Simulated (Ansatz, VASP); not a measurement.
**Cross-check of Al12O (Al(111)) between VASP and Ansatz**

Wanted: the spread between two codes on one cell, functional and k mesh.

Program: Ansatz 0.2.0. Level of theory: plane waves, with VASP 6.6.1 beside it; single point at RPBE. Results are calculated unless marked as measured.

## (1) The structure

The cell holds 13 atoms: 12 Al and 1 O. Its edges and angles: a = 5.743 Å, b = 5.743 Å, c = 19.689 Å, α = 90.0°, β = 90.0°, γ = 60.0°. It derives from Al. As first built, before any earlier steps moved the atoms (in the runner's words): O over the fcc site of Al(111). Vacuum lies along c.

## (2) Ansatz: single point, RPBE

Ansatz runs on its default PAW (the set named soft_2) files.

With cell and atoms fixed, the geometry can't cause a difference; cores, projectors, grids and the points listed under the comparison can.

input.yaml reads:

```yaml
crystal:
  lattice:
    - [5.7429020072, 0.0, 0.0]
    - [2.8714510036, 4.9734990297, 0.0]
    - [0.0, 0.0, 19.6890598535]
  atoms:
    - { symbol: Al, position: [0.16666667, 0.16666667, 0.3809222] }
    - { symbol: Al, position: [0.66666667, 0.16666667, 0.3809222] }
    - { symbol: Al, position: [0.16666667, 0.66666667, 0.3809222] }
    - { symbol: Al, position: [0.66666667, 0.66666667, 0.3809222] }
    - { symbol: Al, position: [0.835555934, 0.332222028, 0.4996396117] }
    - { symbol: Al, position: [0.332222028, 0.332222028, 0.4996396117] }
    - { symbol: Al, position: [0.83333333, 0.83333333, 0.4992889009] }
    - { symbol: Al, position: [0.332222028, 0.835555934, 0.4996396117] }
    - { symbol: Al, position: [0.996454015, 0.996454015, 0.6195110949] }
    - { symbol: Al, position: [0.5070919701, 0.996454015, 0.6195110949] }
    - { symbol: Al, position: [0.996454015, 0.5070919701, 0.6195110949] }
    - { symbol: Al, position: [0.5, 0.5, 0.6117308134] }
    - { symbol: O, position: [0.16666667, 0.16666667, 0.6608184316] }
hamiltonian:
  xc: rpbe
  pseudopotentials: { kind: paw }
kpoints:
  mp_grid: { grid: [6, 6, 1] }
scf:
  occupations: { method: methfessel_paxton, width: 0.15 }
  n_extra_bands: 7
efield:
  axis: 3
  dipole_correction: true
  ramp_width: 0.04
output:
  forces: true
  eigenvalues: true
```

On the command line:

```
$ ansatz run input.yaml --threads 4 --pin off --max-ram 9216MiB --backend cpu --events-out ev --progress --plain --runs-dir out
```

Numbers of over 12 decimals in the logs are rounded to 6 here.

What it wrote:

```text
scf.n_extra_bands = 7 over 21 filled bands (N_el = 42.0): the run solves 28 bands
Engine: ansatz 0.2.0, aarch64-unknown-linux-gnu
Pseudopotentials: kind: paw
Pseudopotential: Al, paw, valence charge 3, recommended cutoff 420 eV (normal), Al.paw.azcp
Pseudopotential: O, paw, valence charge 6, recommended cutoff 420 eV (normal), O.paw.azcp
Functional definition: RPBE
  parameter kappa = 0.804
  parameter beta = 0.066725
  exchange = rpbe_x(kappa = kappa, mu = beta*pi^2/3)
  correlation = pbe_c(beta = beta)
Crystal: 13 atoms, lattice volume = 562.365 Å³
Basis set: ecut = 420 eV, 11045 PW (Γ), exchange–correlation on 80×80×270 points (8 copies of the dense FFT grid, shifted against one another)
Bands: 28, of which v1, the nominal top of the filled ones, is band 21 counted from 1 (20 counted from 0)
Symmetry: 6 space group operations
Space group: P3m1 (ITA 156), of the structure as read, at distance tolerance 8.3e-5 Å
k-points: 7 of 36 (time reversal used)
Non-local potential: Al, projectors of the file, l = 0: 2, l = 1: 2, l = 2: 1
Non-local potential: O, projectors of the file, l = 0: 2, l = 1: 2, l = 2: 1
PAW form: soft (Blöchl's): semilocal exchange-correlation on the pseudo side does not see the compensation charge
PAW frozen core: Al, regenerated for the run's functional, and the local potential with it (the file was generated under x = pbe(κ = 0.804, μ = 0.219515), c = pbe(β = 0.066725))
PAW frozen core: O, regenerated for the run's functional, and the local potential with it (the file was generated under x = pbe(κ = 0.804, μ = 0.219515), c = pbe(β = 0.066725))
PAW one-centre angular grid: Al, 110 points (default); XC on 64 Gauss nodes
PAW one-centre angular grid: O, 110 points (default); XC on 64 Gauss nodes
Initial density: superposition of atomic densities (neutral atoms: chi_scale 0, normalization atom), corrected by the library's trained network
Initial wavefunctions: pseudopotential atomic-orbital guess
Functional: x = rpbe, c = pbe(β = 0.066725)
SCF iter   1: F=—  HF=-7053.734409 eV  |F-HF|=—  |Δ(HF+E_count)|=         —  Δρ=2.60e-3  dr2=2.90e-1  ethr=1.77e-3  p=-0.077 e·Å  D=-2.48e-2 V/Å  ΔV_dip=0.49 eV  dr2_dipole=5.27e-2  V_vac-E_F(+/−)=4.30/3.81 eV  ⟨swp⟩=10.0  Hψ=1309  notcnv=0
efield: sawtooth ramp at fractional position 0.0009 (placed from the atoms, in the widest stretch of the axis that holds none; the zero of the levels goes with the place), width 0.0400; the density the first Hamiltonian is built on has a dipole p = -0.077 e·Å; the dipole correction subtracts the counter field D = -2.48e-2 V/Å, which shifts the + side's vacuum level by +0.49 eV against the − side's; the planar-averaged density in the ramp window peaks in size at 5.4e-5 e/Å³
preconditioner: auto → LDOS  [metal: Δε(μ)=0.074 eV  Ē_g=5.597 eV  σ=0.150 eV  W_gap=0.40  n_scr=52 (ndim 8)  ℏωp=9.9 eV  f_vac=0.511  D(μ)=8.17/eV (n_scr^D=52)  β→1.0]
SCF iter   2: F=—  HF=-7053.691091 eV  |F-HF|=—  |Δ(HF+E_count)|=   4.33e-2  S|Δr|=    0.00e0  Δρ=1.09e-3  dr2=1.78e-2  ethr=6.91e-4  p=-0.013 e·Å  D=-4.18e-3 V/Å  ΔV_dip=0.08 eV  dr2_dipole=1.37e-3  V_vac-E_F(+/−)=3.95/3.86 eV  ⟨swp⟩=2.6  Hψ=326  notcnv=0  defer=1
SCF iter   3: F=—  HF=-7053.692047 eV  |F-HF|=—  |Δ(HF+E_count)|=   9.55e-4  S|Δr|=    0.00e0  Δρ=3.78e-4  dr2=3.92e-3  ethr=4.25e-5  p=-0.013 e·Å  D=-4.32e-3 V/Å  ΔV_dip=0.09 eV  dr2_dipole=2.29e-4  V_vac-E_F(+/−)=3.94/3.85 eV  ⟨swp⟩=2.0  Hψ=318  notcnv=0  defer=1
SCF iter   4: F=—  HF=-7053.691669 eV  |F-HF|=—  |Δ(HF+E_count)|=   3.78e-4  S|Δr|=    0.00e0  Δρ=1.07e-4  dr2=1.91e-4  ethr=9.34e-6  p=-0.009 e·Å  D=-2.89e-3 V/Å  ΔV_dip=0.06 eV  dr2_dipole=4.96e-8  V_vac-E_F(+/−)=3.91/3.85 eV  ⟨swp⟩=2.1  Hψ=338  notcnv=0  defer=1
SCF iter   5: F=—  HF=-7053.691658 eV  |F-HF|=—  |Δ(HF+E_count)|=   1.04e-5  S|Δr|=    0.00e0  Δρ=3.78e-5  dr2=1.73e-5  ethr=4.56e-7  p=-0.010 e·Å  D=-3.18e-3 V/Å  ΔV_dip=0.06 eV  dr2_dipole=1.46e-7  V_vac-E_F(+/−)=3.91/3.84 eV  ⟨swp⟩=3.0  Hψ=420  notcnv=0  defer=1
SCF iter   6: F=—  HF=-7053.691756 eV  |F-HF|=—  |Δ(HF+E_count)|=   9.80e-5  S|Δr|=    0.00e0  Δρ=9.18e-6  dr2=1.54e-6  ethr=4.13e-8  p=-0.010 e·Å  D=-3.24e-3 V/Å  ΔV_dip=0.06 eV  dr2_dipole=8.54e-8  V_vac-E_F(+/−)=3.91/3.84 eV  ⟨swp⟩=2.3  Hψ=348  notcnv=0  defer=1
SCF iter   7: F=-7053.691757 eV  HF=-7053.691757 eV  |F-HF|=2.80e-8  |Δ(HF+E_count)|=   2.71e-7  S|Δr|=    0.00e0  Δρ=2.80e-6  dr2=7.66e-8  ethr=2.38e-10  p=-0.010 e·Å  D=-3.27e-3 V/Å  ΔV_dip=0.06 eV  dr2_dipole=2.73e-8  V_vac-E_F(+/−)=3.90/3.84 eV  ⟨swp⟩=14.4  Hψ=1329  notcnv=0
SCF 1 converged in 7 iterations: F = -7053.691757 eV  dr2 = 7.66e-8
  greatest PAW one-centre occupation: 0.871 electrons in one spin orbital (limit 2), on the O atom at site 12 (counted from 0), in its partial waves of l = 0
SCF converged after 7 iterations
Stability not checked: this state was not tested for a lower state beside it, because cold or Methfessel-Paxton smearing, or corrected tetrahedra, fill the levels in a way that the test cannot read (fill_not_monotonic; see scf.lower_state_search)
Free energy (F): -7053.691757 eV
Harris-Foulkes:  -7053.691757 eV  (|F-HF|=2.80e-8)
Internal energy: -7053.671639 eV  (E = F + TS)
E sigma→0 (E₀):  -7053.686727 eV
Entropy (-TS):   -0.020117 eV (-1.547 meV/atom)
Fermi energy:    0.544968 eV
Dipole field:    D = -0.003406 V/Å  (p = -0.010584 e·Å, saw-weighted, corrected)
Work function:   Φ+ = 3.9059 eV   Φ− = 3.8388 eV
Levels:          The Fermi level and band energies are counted from a zero that moves with the ramp; work functions are not
--- Per-component energies (eV) ---
  E_band       = -191.615576
  E_kinetic    = 438.916358
  E_local      = -7556.053093  (includes V_loc(G=0)·N_el)
  E_nonlocal   = 166.470436
  E_hartree    = 3633.076539
  E_xc         = -545.731994
  E_vxc        = -431.381124  (∫ρ·V_xc dr)
  E_paw        = -5799.910256  (= ΣΔE_a)
  E_vpaw       = -75.722418  (= ΣTr[D̂ρ^β])
  E_aug_tail   = 0.002399  (compensation charges beyond the density's cutoff)
  E_efield     = 0.000018  (sawtooth field / dipole correction)
  E_vefield    = 0.004384  (∫n·V_field dr)
  E_ewald      = 2609.785990
  E_core_change = -0.228037  (= ΣΔE_core)
  E_smearing   = -0.020117  (= −TS)
  E_closure    = -0.000000  (closes the sum)
  Σ components = -7053.691757   (vs F -7053.691757, Δ=0.00e0)
--- Forces (eV/Å), atoms counted from 1 ---
  atom   1  Al     0.00000000    -0.00000000     0.04131563
  atom   2  Al     0.00000000     0.01451768    -0.01822781
  atom   3  Al     0.01257268    -0.00725884    -0.01822781
  atom   4  Al    -0.01257268    -0.00725884    -0.01822781
  atom   5  Al    -0.00820526     0.00473731    -0.00967091
  atom   6  Al     0.00820526     0.00473731    -0.00967091
  atom   7  Al    -0.00000000    -0.00000000     0.00768160
  atom   8  Al    -0.00000000    -0.00947462    -0.00967091
  atom   9  Al     0.00547882     0.00316320     0.01034931
  atom  10  Al    -0.00547882     0.00316320     0.01034931
  atom  11  Al    -0.00000000    -0.00632640     0.01034931
  atom  12  Al     0.00000000    -0.00000000    -0.01185690
  atom  13  O      0.00000000     0.00000000     0.01556878
  max |Σ_I F_I| component: 6.09e-5 eV/Å
--- Band table (eV; the first three rows and the last of 7) ---
  k-point 0: bands = [... 17 lower, -1.9136, -1.9136, -1.0104, 0.1176, 0.1176, 0.1940, 1.3241, 1.3619, ... 3 higher]
  k-point 1: bands = [... 17 lower, -1.3829, -1.3455, -0.8149, 0.0368, 0.0645, 0.5817, 1.4346, 1.7016, ... 3 higher]
  k-point 2: bands = [... 17 lower, -0.8125, -0.5052, 0.0922, 0.4657, 0.6670, 0.9591, 1.7607, 1.8679, ... 3 higher]
  k-point 6: bands = [... 17 lower, -0.5471, -0.3023, -0.2835, -0.1353, 1.1375, 2.4449, 2.4493, 2.6067, ... 3 higher]
```

The job ended after 4.8 s (4 threads of Arm Neoverse N1, shared host; peak memory 0.7 GiB; 18 s of CPU time).

(Part 1 of 2 ends here.)

[Lines on the potential files, build, host, timing and source positions are cut from VASP's logs without a mark.]

[Logs are printed without paths, hosts, clocks, repeated set-up lines and the standing remarks that a program may print on its own settings, such as how far it seeks lower states.]

[Hosts, paths, dates, database ids (printed as entryN), source tags and the programs' standing remarks are cut or masked in the printed files.]
